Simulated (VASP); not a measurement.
Calculation: r2SCAN meta-GGA, VASP's PBE PAW potentials (set 64) (plane waves; VASP 6.6.1).

VASP input:

**INCAR**
```
! general
SYSTEM  = ZrO2
PREC    = Accurate
ENCUT   = 520
LREAL   = .FALSE.
LASPH   = .TRUE.

! electronic loop
EDIFF   = 1E-6
NELM    = 100
ALGO    = Normal
LMAXMIX = 4
LMIXTAU = .TRUE.

! smearing
ISMEAR  = 0
SIGMA   = 0.05

! functional
METAGGA = R2SCAN

! ions
IBRION  = 2
NSW     = 60
ISIF    = 3
EDIFFG  = -0.02

! output
LWAVE   = .FALSE.
LCHARG  = .FALSE.
```

### KPOINTS
```
kpoints
0
G
 4 4 6
```

POSCAR:
```
ZrO2
1
    4.8534841226     0.0000000000     0.0000000000
    0.0000000000     4.8534841226     0.0000000000
    0.0000000000     0.0000000000     3.2436022390
Zr O
2 4
Direct
  0.0000000000   0.0000000000   0.0000000000
  0.5000000000   0.5000000000   0.5000000000
  0.6942678374   0.3057321626   0.0000000000
  0.3057321626   0.6942678374   0.0000000000
  0.1942678374   0.1942678374   0.5000000000
  0.8057321626   0.8057321626   0.5000000000
```

POTCAR, in this order: Zr_sv O (PBE.64 set). Program: vasp_std.

Problem. What does the run give for the energy per atom (σ→0), volume per atom, band gap (on the k-mesh)?

Solution. 
```
Property                           Result
------------------------  ---------------
energy per atom (σ→0)     -15.278 eV/atom
band gap (on the k-mesh)          4.10 eV
volume per atom            12.88 Å^3/atom
```

### OSZICAR
```
...
DAV:   7    -0.916680064314E+02   -0.11129E-02   -0.95742E-04  1728   0.239E-01    0.921E-02
DAV:   8    -0.916685882036E+02   -0.58177E-03   -0.11945E-03  1676   0.260E-01    0.243E-02
DAV:   9    -0.916686063201E+02   -0.18116E-04   -0.67154E-05  1512   0.705E-02    0.183E-02
DAV:  10    -0.916686166782E+02   -0.10358E-04   -0.14435E-05  1544   0.280E-02    0.505E-03
DAV:  11    -0.916686205683E+02   -0.38901E-05   -0.69602E-06  1424   0.249E-02    0.669E-03
DAV:  12    -0.916686221792E+02   -0.16109E-05   -0.13671E-06   852   0.996E-03    0.148E-03
DAV:  13    -0.916686221996E+02   -0.20456E-07   -0.32546E-07   768   0.429E-03
   3 F= -.91668622E+02 E0= -.91668622E+02  d E =-.789306E-02
```

The structure comes from a computed database's ZrO2 entry (P4_2/mnm); how it stands against other phases isn't given here. This run relaxes it. Symmetry was kept, so distortions that lower it aren't found. The start is the result of an earlier pass.
